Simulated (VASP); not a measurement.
Given:

```yaml
crystal:
  lattice:
    - [1.59457, -2.76188, 0.00000]
    - [1.59457, 2.76188, 0.00000]
    - [0.00000, 0.00000, 5.19066]
  atoms:
    - { symbol: Ga, position: [0.66667, 0.33333, 0.50010] }
    - { symbol: Ga, position: [0.33333, 0.66667, 0.00010] }
    - { symbol: N, position: [0.63046, 0.36954, 0.87690] }
    - { symbol: N, position: [0.33333, 0.66667, 0.37690] }
```

These are r2SCAN meta-GGA, VASP's PBE PAW potentials (set 64) (plane waves; VASP) values and carry that method's errors. Run with 600 eV cut-off, 8×8×4 Γ-centred mesh, Gaussian smearing of 0.050 eV, potentials Ga_d N.

Task: Predict the energy per atom (σ→0), pressure, largest force.

Result: 
```
Quantity                        Result
---------------------  ---------------
energy per atom (σ→0)  -10.868 eV/atom
pressure                     28.3 kbar
largest force               4.036 eV/Å
```

Only differences to runs with the same potentials and settings are physical.

The compound is GaN in the wurtzite structure. This cell was strained or had an atom moved on purpose.
